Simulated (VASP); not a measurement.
Input:

```
CELL_PARAMETERS angstrom
      0.00000     3.20101     3.20101
      3.20101     0.00000     3.20101
      3.20101     3.20101     0.00000
ATOMIC_POSITIONS crystal
  Te 0.50000 0.50000 0.50000
  Pb 0.00000 0.00000 0.00000
```

Computed with PBE GGA with D3 dispersion (Becke-Johnson damping), VASP's PBE PAW potentials (set 64) (plane waves; VASP). Run with 520 eV cut-off, 7×7×7 Γ-centred mesh, Gaussian smearing of 0.050 eV, potentials Te Pb_d.

What does the run give for the energy per atom (σ→0), pressure?

```json
{
  "energy per atom (σ→0)": "-4.149 eV/atom",
  "pressure": "1.40 GPa"
}
```

Total energies compare only between runs with the same potentials, cut-off and functional.

The compound is PbTe in the rock salt structure. This cell is one point of a volume scan, at 0.97 of the reference volume.
